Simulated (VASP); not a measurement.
# Al2Pt with r2SCAN: from relaxation to properties, part 4 of 4

Wanted: the relaxed cell of Al2Pt and its properties. The start is a cell from a database of measured crystal structures.

VASP 6.6.1; r2SCAN; plane waves and PAW (Al, Pt).

So far. Step 5 (Total and projected DOS (r2SCAN)): The finer mesh and the other smearing move the Fermi level by +0.04 eV from the 8×8×8 run, a small shift, which tests the Fermi level alone. Of the states within 0.3 eV of the Fermi level, the largest shares in the PAW spheres are Pt p 20 %, Pt d 17 % and Al p 13 %. The rest lies in smaller channels or between the spheres. The relaxed cell has a = 5.900 Å (conventional setting).

The database entry behind the starting cell differs from later determinations by our own check (0.1 to 0.3 % short, probably kX units), so it need not match the best structure at ambient conditions.

### 7. Field gradients at the nuclei (r2SCAN)

Field gradients probe how far the charge around each nucleus departs from cubic symmetry; LASPH keeps the non-spherical terms inside the spheres.

INCAR

```
SYSTEM = Al2Pt
PREC = Accurate
ENCUT = 400
EDIFF = 1E-07
NELM = 100
ISMEAR = 1
SIGMA = 0.2
LREAL = .FALSE.
ALGO = Normal
METAGGA = R2SCAN
LASPH = .TRUE.
NBANDS = 14
LORBIT = 11
LWAVE = .FALSE.
LCHARG = .FALSE.
KPAR = 2
LEFG = .TRUE.
```

POSCAR

```
Al2Pt
1.0
    0.0000000000      2.9498024828      2.9498024828
    2.9498024828      0.0000000000      2.9498024828
    2.9498024828      2.9498024828      0.0000000000
Al Pt
2 1
Direct
    0.2500000000      0.2500000000      0.2500000000
    0.7500000000      0.7500000000      0.7500000000
    0.0000000000      0.0000000000      0.0000000000
```

KPOINTS

```
Automatic mesh
0
Gamma
8 8 8
0 0 0
```

PAW data sets: Al and Pt (PBE family, release 64).

On the command line:

```
$ mpirun -np 2 vasp_std
```

The program printed:

```text
[... set-up lines as in an earlier step ...]
 entering main loop
       N       E                     dE             d eps       ncg     rms          rms(c)
DAV:   1    -0.136194572902E+02   -0.13619E+02   -0.60014E+03   828   0.812E+02
DAV:   2    -0.705128443925E+02   -0.56893E+02   -0.49552E+02   978   0.158E+02
DAV:   3    -0.718372053458E+02   -0.13244E+01   -0.13180E+01  1040   0.239E+01
DAV:   4    -0.718476164034E+02   -0.10411E-01   -0.10410E-01   914   0.250E+00
DAV:   5    -0.718478127972E+02   -0.19639E-03   -0.19639E-03  1092   0.356E-01    0.957E+00
[... 1 cycle as in an earlier step ...]
DAV:   7    -0.678952512395E+02    0.83971E-01   -0.24111E-01   896   0.482E+00    0.214E+00
DAV:   8    -0.678925104145E+02    0.27408E-02   -0.36088E-02   896   0.145E+00    0.450E-01
DAV:   9    -0.678911993837E+02    0.13110E-02   -0.13254E-02  1004   0.117E+00    0.213E-01
DAV:  10    -0.678912040505E+02   -0.46668E-05   -0.56470E-04   932   0.218E-01    0.765E-02
DAV:  11    -0.678911939942E+02    0.10056E-04   -0.96990E-05  1010   0.741E-02    0.124E-02
DAV:  12    -0.678911984795E+02   -0.44853E-05   -0.18335E-06  1022   0.127E-02    0.596E-03
DAV:  13    -0.678911956844E+02    0.27951E-05   -0.51645E-07   974   0.683E-03    0.669E-04
DAV:  14    -0.678911957442E+02   -0.59763E-07   -0.14029E-08   556   0.117E-03
ion   1
     0.0000000     0.0000000    -0.0000000    -0.0000000     0.0000000    -0.0000000
     0.0000349     0.0000000    -0.0000000    -0.0000000     0.0000000    -0.0000000
     0.0000480     0.0000000    -0.0000000    -0.0000000     0.0000000    -0.0000000
     0.0000661     0.0000000    -0.0000000    -0.0000000     0.0000000    -0.0000000
     0.0000910     0.0000000    -0.0000000    -0.0000000     0.0000000    -0.0000000

     0.0000000     0.0000000    -0.0000000    -0.0000000     0.0000000    -0.0000000
     0.0000349     0.0000000    -0.0000000    -0.0000000     0.0000000    -0.0000000
     0.0000480     0.0000000    -0.0000000    -0.0000000     0.0000000    -0.0000000
     0.0000661     0.0000000    -0.0000000    -0.0000000     0.0000000    -0.0000000
     0.0000910     0.0000000    -0.0000000    -0.0000000     0.0000000    -0.0000000

ion   2
     0.0000000    -0.0000000    -0.0000000    -0.0000000    -0.0000000    -0.0000000
     0.0000349    -0.0000000    -0.0000000    -0.0000000    -0.0000000    -0.0000000
     0.0000480    -0.0000000    -0.0000000    -0.0000000    -0.0000000    -0.0000000
     0.0000661    -0.0000000    -0.0000000    -0.0000000    -0.0000000    -0.0000000
     0.0000910    -0.0000000    -0.0000000    -0.0000000    -0.0000000    -0.0000000

     0.0000000    -0.0000000    -0.0000000    -0.0000000    -0.0000000    -0.0000000
     0.0000349    -0.0000000    -0.0000000    -0.0000000    -0.0000000    -0.0000000
     0.0000480    -0.0000000    -0.0000000    -0.0000000    -0.0000000    -0.0000000
     0.0000661    -0.0000000    -0.0000000    -0.0000000    -0.0000000    -0.0000000
     0.0000910    -0.0000000    -0.0000000    -0.0000000    -0.0000000    -0.0000000

ion   3
     0.0000000    -0.0000000    -0.0000000     0.0000000    -0.0000000     0.0000000
     0.0000674    -0.0000000    -0.0000000     0.0000000    -0.0000000     0.0000000
     0.0000928    -0.0000000    -0.0000000     0.0000000    -0.0000000     0.0000000
     0.0001278    -0.0000000    -0.0000000     0.0000000    -0.0000000     0.0000000
     0.0001760    -0.0000000    -0.0000000     0.0000000    -0.0000000     0.0000000

     0.0000000    -0.0000000    -0.0000000     0.0000000    -0.0000000     0.0000000
     0.0000674    -0.0000000    -0.0000000     0.0000000    -0.0000000     0.0000000
     0.0000928    -0.0000000    -0.0000000     0.0000000    -0.0000000     0.0000000
     0.0001278    -0.0000000    -0.0000000     0.0000000    -0.0000000     0.0000000
     0.0001760    -0.0000000    -0.0000000     0.0000000    -0.0000000     0.0000000

   1 F= -.67891196E+02 E0= -.67890247E+02  d E =-.284544E-02
```

It took 18 s on 2 MPI ranks of Intel Xeon 6975P-C (Granite Rapids), shared host; peak memory 0.31 GiB.

From OUTCAR (step 7):

```text
   NELECT =      16.0000    total number of electrons

 E-fermi :   7.8318

  Total        0.0145787      0.0145787      0.0145787      0.0000000      0.0000000      0.0000000
  in kB        0.4550096      0.4550096      0.4550096      0.0000000      0.0000000      0.0000000
  external PRESSURE =       0.4550096 kB  Pullay stress =       0.0000000 kB

 POSITION                                       TOTAL-FORCE (eV/Angst)
 -----------------------------------------------------------------------------------
      1.47490      1.47490      1.47490        -0.000000     -0.000000     -0.000000
      4.42470      4.42470      4.42470         0.000000      0.000000      0.000000
      0.00000      0.00000      0.00000         0.000000     -0.000000      0.000000
 -----------------------------------------------------------------------------------
    total drift:                               -0.000000     -0.000000      0.000000

  FREE ENERGIE OF THE ION-ELECTRON SYSTEM (eV)
  ---------------------------------------------------
  free  energy   TOTEN  =       -67.8911957442 eV

  energy  without entropy=      -67.8883503077  energy(sigma->0) =      -67.89024727

 Electric field gradients after diagonalization (V/A^2)
 (convention: |V_zz| > |V_xx| > |V_yy|)
----------------------------------------------------------------------
 ion       V_xx      V_yy      V_zz     asymmetry (V_yy - V_xx)/ V_zz
----------------------------------------------------------------------
   1       0.000     0.000    -0.000       0.000
   2       0.000     0.000    -0.000       0.000
   3      -0.000    -0.000     0.000       0.000
----------------------------------------------------------------------

[... 16 parts as in an earlier step ...]

[... 2 further parts left out ...]
```

This step gave:

| Quantity | Value |
| --- | --- |
| irreducible k-points | 29 |
| free energy (TOTEN) | -67.8912 eV |
| Fermi energy | 7.832 eV |
| pressure | 0.04550 GPa |

Electric field gradients, by row:

```
atom  Vxx (V/Å²)  Vyy (V/Å²)  Vzz (V/Å²)  asymmetry
 Al1           0           0           0          -
 Al2           0           0           0          -
 Pt3           0           0           0          -
```

All gradients vanish within the noise.

The run ends at a pressure of 0.05 GPa.

### 8. Summary of results

- relaxed volume: 17.11 Å³/atom
- relaxed conventional cell a, b, c: 5.900, 5.900, 5.900 Å
- space group after relaxing, within 0.02 Å: Fm-3m (No. 225)
- band gap: none, a metal
- DOS at the Fermi level: 1.17 states/eV/cell
- highest zone-centre mode: 299 cm⁻¹
- largest field gradient Vzz: zero within the noise on all sites

In words: With r2SCAN, Al2Pt relaxes to 17.11 Å³/atom in space group Fm-3m (held by the symmetry of the run) and comes out as a metal. Against the listed cell the volume lies -0.5 %. Band structure (r2SCAN): Of the bands kept, 3 cross the Fermi level on this path. Vibrations at Γ (r2SCAN): The highest mode in this list at Γ, 298.8 cm⁻¹, is mostly motion of Al (100 % of the kinetic energy). Spin-orbit coupling is left out, and with elements this heavy it would split and shift bands near the Fermi level. Modes at Γ alone can't show that the crystal is stable at other wave vectors. No search among competing phases was made, and a listed structure need not be the one stable at ambient conditions. All values are for a static lattice at zero temperature.

[Lines on the potential files, build, host, timing and source positions are cut from VASP's logs without a mark.]

[Logs are printed without paths, hosts, clocks, repeated set-up lines and the standing remarks that a program may print on its own settings, such as how far it seeks lower states.]

[Hosts, paths, dates, database ids (printed as entryN), source tags and the programs' standing remarks are cut or masked in the printed files.]

[A measured line is paired with the nearest computed mode of its activity, which favours agreement.]
